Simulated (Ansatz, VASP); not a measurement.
# Cross-check of InH between VASP and Ansatz, part 2 of 2

Wanted: the spread between two codes on one cell, functional and k mesh. The cell is generated by rule, not measured, and may not be a known phase. The cell is taken from a series of runs on this material, whose earlier steps may have relaxed, scaled, displaced or heated it; both programs get it as it stands.

VASP 6.6.1 and Ansatz 0.2.0.

So far. Step 2 (VASP: single point, PBEsol, pair 1): The run ends at a pressure of 0.02 GPa, with forces up to 0.15 eV/Å. Step 3 (Ansatz: single point, PBEsol, pair 1): The run ends at a pressure of 0.13 GPa, with forces up to 0.15 eV/Å.

The structure was built from a prototype and need not be the compound's stable phase.

**5. Ansatz: single point, PBEsol, pair 2**

Level of this step: Ansatz beside VASP: Kohn-Sham DFT, plane waves, PBEsol (Ansatz).

A single point gives forces, pressure and levels at one fixed geometry, so differences don't come from the geometry; what else differs is listed under the comparison.

The cell is taken from a series of runs on this material, whose earlier steps may have relaxed, scaled, displaced or heated it; both programs get it as it stands.

Input file input.yaml:

```yaml
crystal:
  lattice:
    - [4.8902755167, -2.8234018859, 0.0]
    - [4.8902755166, 2.823401886, 0.0]
    - [0.0, 0.0, 6.8269828696]
  atoms:
    - { symbol: In, position: [0.6667961985, 0.3333333333, 0.0396338463] }
    - { symbol: In, position: [-0.0001295332, 0.666796206, 0.0396338475] }
    - { symbol: In, position: [0.3333333394, -0.0001295393, 0.0396338475] }
    - { symbol: In, position: [-0.0001295318, 0.3333333333, 0.5396338463] }
    - { symbol: In, position: [0.3333333272, 0.666796206, 0.5396338475] }
    - { symbol: In, position: [0.6667961999, -0.0001295393, 0.5396338475] }
    - { symbol: H, position: [0.6277065737, 0.3333333333, 0.335366226] }
    - { symbol: H, position: [0.0389594308, 0.6277064847, 0.3353661163] }
    - { symbol: H, position: [0.3333325822, 0.038960182, 0.3353661163] }
    - { symbol: H, position: [0.038960093, 0.3333333333, 0.835366226] }
    - { symbol: H, position: [0.3333340845, 0.6277064847, 0.8353661163] }
    - { symbol: H, position: [0.6277072359, 0.038960182, 0.8353661163] }
kpoints:
  mp_grid: { grid: [9, 9, 6] }
hamiltonian:
  xc: pbesol
scf:
  occupations: { method: methfessel_paxton, width: 0.2 }
output:
  forces: true
  stress: true
  eigenvalues: true
```

Started as:

```sh
ansatz run input.yaml --threads 4 --pin off --max-ram 7168MiB --backend cpu --events-out ev --progress --plain --runs-dir out
```

Numbers of over 12 decimals in the logs are rounded to 6 here.

Log:

```text
[...]
Crystal: 12 atoms, lattice volume = 188.523 Å³
Basis set: ecut = 420 eV, 3683 PW (Γ), exchange–correlation on 80×80×96 points (8 copies of the dense FFT grid, shifted against one another)
Bands: 54, of which v1, the nominal top of the filled ones, is band 42 counted from 1 (41 counted from 0)
Symmetry: 12 space group operations
[...]
k-point 0: bands = [... 38 lower, 6.9881, 6.9881, 7.2369, 7.7784, 7.7784, 9.0318, 9.0318, 9.0795, ... 8 higher]
  k-point 1: bands = [... 38 lower, 6.7543, 6.9314, 7.3267, 7.3960, 7.3960, 8.8287, 9.0029, 9.5187, ... 8 higher]
  k-point 2: bands = [... 38 lower, 6.4720, 6.8381, 6.8381, 7.0363, 7.5894, 8.1013, 8.3121, 8.5128, ... 8 higher]
  k-point 47: bands = [... 38 lower, 6.9436, 6.9436, 7.3353, 7.3353, 9.6144, 9.6144, 9.7999, 9.7999, ... 8 higher]
[key lines of the parts left out:]
SCF converged after 8 iterations
Free energy (F): -33241.471944 eV
Fermi energy:    8.478373 eV
P = ⅓ Tr σ = 0.1430 GPa (1.430 kbar)
```

The run ends at a pressure of 0.14 GPa, with forces up to 0.20 eV/Å.

**6. VASP: single point, PBEsol, pair 2**

The same cell, functional, mesh and smearing now go to VASP, with its own data sets.

Input file INCAR:

```
SYSTEM = InH
PREC = Accurate
ENCUT = 500
EDIFF = 1E-06
NELM = 120
ISMEAR = 1
SIGMA = 0.2
LREAL = .FALSE.
ALGO = Normal
GGA = PS
NBANDS = 54
LORBIT = 11
LWAVE = .FALSE.
LCHARG = .FALSE.
ISIF = 2
LASPH = .TRUE.
GGA_COMPAT = .FALSE.
KPAR = 2
```

Input file POSCAR:

```
InH
1.0
    4.8902755167     -2.8234018859      0.0000000000
    4.8902755166      2.8234018860      0.0000000000
    0.0000000000      0.0000000000      6.8269828696
In H
6 6
Direct
    0.6667961939      0.3333333347      0.0396338471
    0.9998704577      0.6667962028      0.0396338471
    0.3333333258      0.9998704666      0.0396338471
    0.9998704577      0.3333333347      0.5396338471
    0.3333333258      0.6667962028      0.5396338471
    0.6667961939      0.9998704666      0.5396338471
    0.6277067572      0.3333333347      0.3353661529
    0.0389598944      0.6277067661      0.3353661529
    0.3333333258      0.0389599033      0.3353661529
    0.0389598944      0.3333333347      0.8353661529
    0.3333333258      0.6277067661      0.8353661529
    0.6277067572      0.0389599033      0.8353661529
```

Input file KPOINTS:

```
Automatic mesh
0
Gamma
9 9 6
0 0 0
```

The projector-augmented-wave data sets are In_d and H (PBE family, release 64).

Started as:

```sh
mpirun -np 2 vasp_std
```

Log:

```text
[banner, memory and clock lines left out]
running    2 mpi-ranks, on    1 nodes
[...]
[... a notice as in an earlier step ...]

 LDA part: xc-table for (Slater+PW92), standard interpolation
 POSCAR, INCAR and KPOINTS ok, starting setup
[...]
entering main loop
       N       E                     dE             d eps       ncg     rms          rms(c)
DAV:   1     0.873652492879E+03    0.87365E+03   -0.38150E+04  5202   0.202E+03
DAV:   2     0.828020770084E+02   -0.79085E+03   -0.77286E+03  5184   0.520E+02
DAV:   3    -0.274425576328E+02   -0.11024E+03   -0.10757E+03  5650   0.208E+02
DAV:   4    -0.339959056891E+02   -0.65533E+01   -0.65014E+01  6130   0.537E+01
[...]
DAV:  11    -0.328167463737E+02    0.90067E-04   -0.69129E-04  6554   0.220E-01    0.118E-01
DAV:  12    -0.328167505924E+02   -0.42186E-05   -0.99717E-05  6406   0.638E-02    0.176E-02
DAV:  13    -0.328167511887E+02   -0.59636E-06   -0.52047E-06  5490   0.987E-03
   1 F= -.32816751E+02 E0= -.32818372E+02  d E =0.486264E-02
```

Parts of OUTCAR (step 6):

```text
  Total        0.0268701      0.0268701      0.0762050     -0.0000000     -0.0000000      0.0000000
  in kB        0.2283574      0.2283574      0.6476333     -0.0000000     -0.0000000      0.0000000
  external PRESSURE =       0.3681161 kB  Pullay stress =       0.0000000 kB

 POSITION                                       TOTAL-FORCE (eV/Angst)
 -----------------------------------------------------------------------------------
      4.89091     -0.94150      0.27058         0.088214     -0.050930      0.027651
      8.15046     -0.94040      0.27058        -0.000000      0.101861      0.027651
      6.51973      1.88190      0.27058        -0.088214     -0.050930      0.027651
      6.51973     -1.88190      3.68407        -0.088214      0.050930      0.027651
      4.89091      0.94150      3.68407         0.088214      0.050930      0.027651
      8.15046      0.94040      3.68407         0.000000     -0.101861      0.027651
      4.69975     -0.83113      2.28954        -0.172762      0.099744     -0.027651
      3.26018      1.66227      2.28954         0.000000     -0.199488     -0.027651
      1.82062     -0.83113      2.28954         0.172762      0.099744     -0.027651
      1.82062      0.83113      5.70303         0.172762     -0.099744     -0.027651
      4.69975      0.83113      5.70303        -0.172762     -0.099744     -0.027651
      3.26018     -1.66227      5.70303        -0.000000      0.199488     -0.027651
 -----------------------------------------------------------------------------------
    total drift:                                0.000038     -0.000037     -0.001166

  FREE ENERGIE OF THE ION-ELECTRON SYSTEM (eV)
  ---------------------------------------------------
  free  energy   TOTEN  =       -32.8167511887 eV

  energy  without entropy=      -32.8216138332  energy(sigma->0) =      -32.81837207

[... 2 parts as in an earlier step ...]

[... 1 further part left out ...]
[key lines of the parts left out:]
E-fermi :   6.1253
```

The run ends at a pressure of 0.04 GPa, with forces up to 0.20 eV/Å.

**7. Side by side**

The two programs side by side:

```
      quantity  Ansatz  VASP  difference
pressure (GPa)    0.14  0.04       +0.11
```

Forces on 9 of the 12 atoms, those with the largest forces and the largest differences (eV/Å; atoms numbered as in POSCAR):

```
atom          Ansatz x, y, z            VASP x, y, z
 In2     0.000, 0.101, 0.028     0.000, 0.102, 0.028
 In5     0.088, 0.051, 0.028     0.088, 0.051, 0.028
 In6    0.000, -0.101, 0.028    0.000, -0.102, 0.028
  H7   -0.173, 0.100, -0.028   -0.173, 0.100, -0.028
  H8   0.000, -0.200, -0.028   0.000, -0.199, -0.028
  H9    0.173, 0.100, -0.028    0.173, 0.100, -0.028
 H10   0.173, -0.100, -0.028   0.173, -0.100, -0.028
 H11  -0.173, -0.100, -0.028  -0.173, -0.100, -0.028
 H12    0.000, 0.200, -0.028    0.000, 0.199, -0.028
```

The forces differ by 0.4 meV/Å r.m.s., which is 0.4 % of the r.m.s. force of 0.093 eV/Å (both taken over all components).

**8. VASP: single point, PBEsol, pair 3**

With cell and atoms fixed, the geometry can't cause a difference; cores, projectors, grids and the points listed under the comparison can.

INCAR is that of step 6.

Input file POSCAR:

```
InH
1.0
    4.8902755167     -2.8234018859      0.0000000000
    4.8902755166      2.8234018860      0.0000000000
    0.0000000000      0.0000000000      6.8269828696
In H
6 6
Direct
    0.6668550700      0.3333333354      0.0396338471
    0.9998115748      0.6668550830      0.0396338471
    0.3333333224      0.9998115878      0.0396338471
    0.9998115748      0.3333333354      0.5396338471
    0.3333333224      0.6668550830      0.5396338471
    0.6668550700      0.9998115878      0.5396338471
    0.6099977075      0.3333333354      0.3353661529
    0.0566689373      0.6099977205      0.3353661529
    0.3333333224      0.0566689503      0.3353661529
    0.0566689373      0.3333333354      0.8353661529
    0.3333333224      0.6099977205      0.8353661529
    0.6099977075      0.0566689503      0.8353661529
```

KPOINTS is that of step 6.

Started as:

```sh
mpirun -np 2 vasp_std
```

Log:

```text
[... set-up lines as in an earlier step ...]
 entering main loop
       N       E                     dE             d eps       ncg     rms          rms(c)
DAV:   1     0.873844608280E+03    0.87384E+03   -0.38148E+04  5202   0.202E+03
DAV:   2     0.829149394948E+02   -0.79093E+03   -0.77269E+03  5184   0.520E+02
DAV:   3    -0.275610626715E+02   -0.11048E+03   -0.10780E+03  5634   0.208E+02
DAV:   4    -0.341725604319E+02   -0.66115E+01   -0.65632E+01  6146   0.540E+01
[...]
DAV:  11    -0.329368684362E+02    0.10468E-03   -0.88202E-04  6556   0.247E-01    0.170E-01
DAV:  12    -0.329368714536E+02   -0.30174E-05   -0.13140E-04  6456   0.715E-02    0.239E-02
DAV:  13    -0.329368721812E+02   -0.72767E-06   -0.61501E-06  5700   0.121E-02
   1 F= -.32936872E+02 E0= -.32938460E+02  d E =0.476486E-02
```

Parts of OUTCAR (step 8):

```text
  Total        0.4570113      0.4570113     -0.9369754     -0.0000000      0.0000000     -0.0000000
  in kB        3.8839417      3.8839417     -7.9629490     -0.0000000      0.0000000     -0.0000000
  external PRESSURE =      -0.0650219 kB  Pullay stress =       0.0000000 kB

 POSITION                                       TOTAL-FORCE (eV/Angst)
 -----------------------------------------------------------------------------------
      4.89120     -0.94167      0.27058         0.102994     -0.059464      0.066304
      8.15046     -0.94007      0.27058        -0.000000      0.118927      0.066304
      6.51945      1.88174      0.27058        -0.102994     -0.059464      0.066304
      6.51945     -1.88174      3.68407        -0.102994      0.059464      0.066304
      4.89120      0.94167      3.68407         0.102994      0.059464      0.066304
      8.15046      0.94007      3.68407         0.000000     -0.118927      0.066304
      4.61315     -0.78113      2.28954        -0.161876      0.093459     -0.066304
      3.26018      1.56227      2.28954         0.000000     -0.186918     -0.066304
      1.90722     -0.78113      2.28954         0.161876      0.093459     -0.066304
      1.90722      0.78113      5.70303         0.161876     -0.093459     -0.066304
      4.61315      0.78113      5.70303        -0.161876     -0.093459     -0.066304
      3.26018     -1.56227      5.70303        -0.000000      0.186918     -0.066304
 -----------------------------------------------------------------------------------
    total drift:                                0.000054     -0.000054     -0.001661

  FREE ENERGIE OF THE ION-ELECTRON SYSTEM (eV)
  ---------------------------------------------------
  free  energy   TOTEN  =       -32.9368721812 eV

  energy  without entropy=      -32.9416370363  energy(sigma->0) =      -32.93846047

[... 2 parts as in an earlier step ...]

[... 1 further part left out ...]
[key lines of the parts left out:]
E-fermi :   6.1014
```

The run ends at a pressure of -0.01 GPa, with forces up to 0.20 eV/Å.

**9. Ansatz: single point, PBEsol, pair 3**

The same cell, functional, mesh and smearing now go to Ansatz, which takes its cutoff from its data sets.

The cell is taken from a series of runs on this material, whose earlier steps may have relaxed, scaled, displaced or heated it; both programs get it as it stands.

Input file input.yaml:

```yaml
crystal:
  lattice:
    - [4.8902755167, -2.8234018859, 0.0]
    - [4.8902755166, 2.823401886, 0.0]
    - [0.0, 0.0, 6.8269828696]
  atoms:
    - { symbol: In, position: [0.6668550766, 0.3333333333, 0.0396338459] }
    - { symbol: In, position: [-0.0001884119, 0.6668550875, 0.0396338477] }
    - { symbol: In, position: [0.3333333422, -0.0001884208, 0.0396338477] }
    - { symbol: In, position: [-0.0001884099, 0.3333333333, 0.5396338459] }
    - { symbol: In, position: [0.3333333245, 0.6668550875, 0.5396338477] }
    - { symbol: In, position: [0.6668550786, -0.0001884208, 0.5396338477] }
    - { symbol: H, position: [0.6099974405, 0.3333333333, 0.3353662592] }
    - { symbol: H, position: [0.056668263, 0.6099973111, 0.3353660997] }
    - { symbol: H, position: [0.3333322407, 0.0566693556, 0.3353660997] }
    - { symbol: H, position: [0.0566692262, 0.3333333333, 0.8353662592] }
    - { symbol: H, position: [0.3333344259, 0.6099973111, 0.8353660997] }
    - { symbol: H, position: [0.6099984037, 0.0566693556, 0.8353660997] }
kpoints:
  mp_grid: { grid: [9, 9, 6] }
hamiltonian:
  xc: pbesol
scf:
  occupations: { method: methfessel_paxton, width: 0.2 }
output:
  forces: true
  stress: true
  eigenvalues: true
```

Started as:

```sh
ansatz run input.yaml --threads 4 --pin off --max-ram 7168MiB --backend cpu --events-out ev --progress --plain --runs-dir out
```

Log:

```text
[...]
Crystal: 12 atoms, lattice volume = 188.523 Å³
Basis set: ecut = 420 eV, 3683 PW (Γ), exchange–correlation on 80×80×96 points (8 copies of the dense FFT grid, shifted against one another)
Bands: 54, of which v1, the nominal top of the filled ones, is band 42 counted from 1 (41 counted from 0)
Symmetry: 12 space group operations
[...]
k-point 0: bands = [... 38 lower, 6.8277, 6.8277, 7.2705, 7.9192, 7.9192, 8.9742, 8.9742, 9.0174, ... 8 higher]
  k-point 1: bands = [... 38 lower, 6.6303, 6.6748, 7.3599, 7.5201, 7.5201, 8.7503, 9.0239, 9.4421, ... 8 higher]
  k-point 2: bands = [... 38 lower, 6.4206, 6.7431, 6.9262, 6.9262, 7.6214, 8.2249, 8.2664, 8.5390, ... 8 higher]
  k-point 47: bands = [... 38 lower, 6.9122, 6.9122, 7.3953, 7.3953, 9.5739, 9.5739, 9.8248, 9.8248, ... 8 higher]
[key lines of the parts left out:]
SCF converged after 7 iterations
Free energy (F): -33241.592311 eV
Fermi energy:    8.454652 eV
P = ⅓ Tr σ = 0.1347 GPa (1.347 kbar)
```

The run ends at a pressure of 0.13 GPa, with forces up to 0.20 eV/Å.

**10. Side by side**

The two programs side by side:

```
      quantity  Ansatz   VASP  difference
pressure (GPa)    0.13  -0.01       +0.14
```

Forces on 9 of the 12 atoms, those with the largest forces and the largest differences (eV/Å; atoms numbered as in POSCAR):

```
atom          Ansatz x, y, z            VASP x, y, z
 In1    0.102, -0.059, 0.067    0.103, -0.059, 0.066
 In4    -0.102, 0.059, 0.067    -0.103, 0.059, 0.066
 In5     0.102, 0.059, 0.067     0.103, 0.059, 0.066
  H7   -0.162, 0.094, -0.067   -0.162, 0.093, -0.066
  H8   0.000, -0.188, -0.067   0.000, -0.187, -0.066
  H9    0.162, 0.094, -0.067    0.162, 0.093, -0.066
 H10   0.162, -0.094, -0.067   0.162, -0.093, -0.066
 H11  -0.162, -0.094, -0.067  -0.162, -0.093, -0.066
 H12    0.000, 0.188, -0.067    0.000, 0.187, -0.066
```

The forces differ by 0.6 meV/Å r.m.s., which is 0.6 % of the r.m.s. force of 0.098 eV/Å (both taken over all components).

**11. Results**

- r.m.s. force difference (single point, PBEsol, pair 1): 0.28 meV/Å
- r.m.s. force difference (single point, PBEsol, pair 2): 0.38 meV/Å
- r.m.s. force difference (single point, PBEsol, pair 3): 0.63 meV/Å

**Reading.** The r.m.s. force difference is 0.63 meV/Å (single point, PBEsol, pair 3), within the 12 meV/Å picked in this series as the mark of a large difference. 5 further runs of this series are not shown here. Such differences can come from data sets, numerical settings and the points named under the comparisons, not from the functional's error against experiment.

[Lines on the potential files, build, host, timing and source positions are cut from VASP's logs without a mark.]

[Logs are printed without paths, hosts, clocks, repeated set-up lines and the standing remarks that a program may print on its own settings, such as how far it seeks lower states.]

[Hosts, paths, dates, database ids (printed as entryN), source tags and the programs' standing remarks are cut or masked in the printed files.]
